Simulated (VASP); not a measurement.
Input:

```
As2S3
1.0
    3.26699     1.88620     5.82126
   -3.26699     1.88620     5.82126
    0.00000    -3.77239     5.82126
As S
4 6
Direct
  0.33814   0.33814   0.33814
  0.16186   0.16186   0.16186
  0.66186   0.66186   0.66186
  0.83814   0.83814   0.83814
  0.54151   0.95849   0.25000
  0.25000   0.54151   0.95849
  0.95849   0.25000   0.54151
  0.45849   0.04151   0.75000
  0.75000   0.45849   0.04151
  0.04151   0.75000   0.45849
```

Level of theory: PBEsol GGA, VASP's PBE PAW potentials (set 64) (plane waves; VASP). Run with 400 eV cut-off, Gaussian smearing of 0.050 eV, potentials As S.

Task: Give the energies of bands 20 to 33 at the high-symmetry points, in eV from the valence-band maximum.

Result: 
```csv
band,Γ,T,H2,L,S0,F
20,-2.75,-4.29,-3.61,-4.00,-3.23,-3.09
21,-2.75,-2.24,-2.85,-3.25,-3.00,-2.70
22,-2.42,-2.24,-2.85,-3.25,-2.81,-2.63
23,-2.42,-2.09,-2.09,-2.04,-2.26,-2.40
24,-2.22,-2.09,-2.09,-2.04,-2.19,-2.07
25,-2.22,-2.09,-1.65,-1.58,-1.99,-2.04
26,-2.22,-2.09,-1.65,-1.58,-1.67,-2.02
27,-0.47,-1.12,-1.31,-1.23,-1.20,-1.12
28,-0.24,-1.12,-1.31,-1.23,-1.19,-0.94
29,0.30,1.62,0.60,1.57,0.55,0.06
30,0.30,1.62,0.60,1.57,1.04,0.76
31,0.89,1.92,1.52,1.70,1.33,1.12
32,0.89,1.92,1.52,1.70,1.52,1.25
33,1.77,1.92,1.94,2.25,1.75,1.58
```

The gap is indirect, 0.02 eV, from the valence maximum at Γ-T at 0.45 to the conduction minimum at F-Γ at 0.27.

The structure was generated: As2S3 was put into the corundum type (R-3c), which need not be its known phase. It was relaxed first, which changed the volume by +23 %.
